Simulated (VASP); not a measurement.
All values below come from LDA (Ceperley-Alder, Perdew-Zunger), VASP's LDA PAW potentials (set 64) (plane waves; VASP 6.6.1).

VASP input:

### INCAR
```
ALGO = Normal   ! blocked Davidson
LMAXMIX = 4
ISIF = 3   ! ions, shape and volume
SIGMA = 0.1   ! width (eV)
NSW = 60   ! most ionic steps
LCHARG = .False.
ENCUT = 400
IBRION = 2
EDIFFG = -0.01
ISMEAR = 1
LWAVE = .False.
LREAL = .False.
LASPH = .True.
PREC = Accurate
EDIFF = 1E-6   ! SCF stop (eV)
NELM = 100
SYSTEM = Rh
```

### KPOINTS
```
K-points
0
Gamma
 15 15 15
0 0 0
```

POSCAR:
```
Rh
1
    0.0000000000     1.9000000000     1.9000000000
    1.9000000000     0.0000000000     1.9000000000
    1.9000000000     1.9000000000     0.0000000000
Rh
1
Direct
  0.0000000000   0.0000000000   0.0000000000
```

POTCAR, in this order: Rh_pv (LDA.64 set). Program: vasp_std.

Output of the run:

OSZICAR:
```
       N       E                     dE             d eps       ncg     rms          rms(c)
DAV:   1     0.941422817918E+02    0.94142E+02   -0.81261E+03  2680   0.120E+03
DAV:   2    -0.803816864649E+01   -0.10218E+03   -0.97579E+02  2718   0.345E+02
DAV:   3    -0.924140852508E+01   -0.12032E+01   -0.11995E+01  3066   0.431E+01
DAV:   4    -0.924844126069E+01   -0.70327E-02   -0.70323E-02  2877   0.338E+00
DAV:   5    -0.924854704498E+01   -0.10578E-03   -0.10579E-03  3035   0.389E-01    0.106E+01
DAV:   6    -0.869499780225E+01    0.55355E+00   -0.13037E+00  2733   0.168E+01    0.349E+00
DAV:   7    -0.867392320712E+01    0.21075E-01   -0.18207E-02  3006   0.163E+00    0.170E+00
DAV:   8    -0.866845513557E+01    0.54681E-02   -0.40716E-03  2799   0.105E+00    0.153E-01
DAV:   9    -0.866835963337E+01    0.95502E-04   -0.87386E-05  3087   0.147E-01    0.443E-02
DAV:  10    -0.866836506642E+01   -0.54330E-05   -0.28256E-06  2753   0.248E-02    0.280E-03
DAV:  11    -0.866836508994E+01   -0.23525E-07   -0.15100E-07  1539   0.562E-03
   1 F= -.86683651E+01 E0= -.86683019E+01  d E =-.866837E+01
       N       E                     dE             d eps       ncg     rms          rms(c)
DAV:   1    -0.140786685448E+02   -0.54103E+01   -0.85410E+01  2769   0.149E+02    0.269E+01
DAV:   2    -0.872378058165E+01    0.53549E+01   -0.11472E+01  2673   0.541E+01    0.464E+00
DAV:   3    -0.851909630616E+01    0.20468E+00   -0.48537E-01  2910   0.105E+01    0.354E+00
DAV:   4    -0.851931841894E+01   -0.22211E-03   -0.21176E-02  2838   0.195E+00    0.125E+00
DAV:   5    -0.852150867406E+01   -0.21903E-02   -0.45019E-03  2904   0.823E-01    0.794E-02
DAV:   6    -0.852136482998E+01    0.14384E-03   -0.93023E-05  2948   0.120E-01    0.177E-02
DAV:   7    -0.852136184191E+01    0.29881E-05   -0.70299E-06  3015   0.440E-02    0.105E-03
DAV:   8    -0.852136167407E+01    0.16785E-06   -0.55126E-08  1617   0.328E-03
   2 F= -.85213617E+01 E0= -.85213111E+01  d E =0.147003E+00
       N       E                     dE             d eps       ncg     rms          rms(c)
DAV:   1    -0.120128839366E+02   -0.34915E+01   -0.52600E+01  2766   0.126E+02    0.128E+01
DAV:   2    -0.869737423430E+01    0.33155E+01   -0.82592E+00  2718   0.427E+01    0.532E+00
DAV:   3    -0.868047187246E+01    0.16902E-01   -0.10439E-01  2934   0.420E+00    0.287E+00
DAV:   4    -0.868527393561E+01   -0.48021E-02   -0.13427E-02  2802   0.144E+00    0.704E-01
DAV:   5    -0.868659196839E+01   -0.13180E-02   -0.13659E-03  3006   0.418E-01    0.901E-02
DAV:   6    -0.868649240351E+01    0.99565E-04   -0.44865E-05  2805   0.104E-01    0.811E-03
DAV:   7    -0.868649246868E+01   -0.65169E-07   -0.55887E-07  2122   0.106E-02
   3 F= -.86864925E+01 E0= -.86864409E+01  d E =-.181274E-01
       N       E                     dE             d eps       ncg     rms          rms(c)
DAV:   1    -0.868714923142E+01   -0.65683E-03   -0.95487E-03  2760   0.164E+00    0.185E-01
DAV:   2    -0.868652965869E+01    0.61957E-03   -0.14975E-03  2739   0.592E-01    0.318E-02
DAV:   3    -0.868652184555E+01    0.78131E-05   -0.22008E-05  2889   0.659E-02    0.179E-02
DAV:   4    -0.868652238149E+01   -0.53595E-06   -0.45158E-06  2778   0.268E-02
   4 F= -.86865224E+01 E0= -.86864712E+01  d E =-.181573E-01
```

File OUTCAR:
```
------------------------ aborting loop because EDIFF is reached ----------------------------------------
  FORCE on cell =-STRESS in cart. coord.  units (eV):
  Direction    XX          YY          ZZ          XY          YZ          ZX
  --------------------------------------------------------------------------------------
  Total       -0.0087744     -0.0087744     -0.0087744      0.0000000      0.0000000      0.0000000
  in kB       -1.0636987     -1.0636987     -1.0636987      0.0000000      0.0000000      0.0000000
  external PRESSURE =      -1.0636987 kB  Pullay stress =       0.0000000 kB
  volume of cell :       13.22
      direct lattice vectors                 reciprocal lattice vectors
     0.000000000  1.876550763  1.876550763    -0.266446296  0.266446296  0.266446296
     1.876550763 -0.000000000  1.876550763     0.266446296 -0.266446296  0.266446296
     1.876550763  1.876550763 -0.000000000     0.266446296  0.266446296 -0.266446296
 POSITION                                       TOTAL-FORCE (eV/Angst)
 -----------------------------------------------------------------------------------
      0.00000      0.00000      0.00000         0.000000     -0.000000     -0.000000
 -----------------------------------------------------------------------------------
    total drift:                                0.000000     -0.000000     -0.000000
  FREE ENERGIE OF THE ION-ELECTRON SYSTEM (eV)
  ---------------------------------------------------
  free  energy   TOTEN  =        -8.6865223815 eV

  energy  without entropy=       -8.6863687288  energy(sigma->0) =       -8.68647116

 reached required accuracy - stopping structural energy minimisation
```
(Selected blocks of OUTCAR.)

### CONTCAR
```
Rh
   1.00000000000000
     0.0000000000000000    1.8765507632734386    1.8765507632734386
     1.8765507632734386   -0.0000000000000000    1.8765507632734386
     1.8765507632734386    1.8765507632734386   -0.0000000000000000
  Rh
     1
Direct
     0.0000000000000000    0.0000000000000000    0.0000000000000000
```

Energy and stress use the plane-wave basis of the starting cell.

The compound is Rh in the fcc structure. This run relaxes it. Symmetry was kept, so distortions that lower it aren't found.
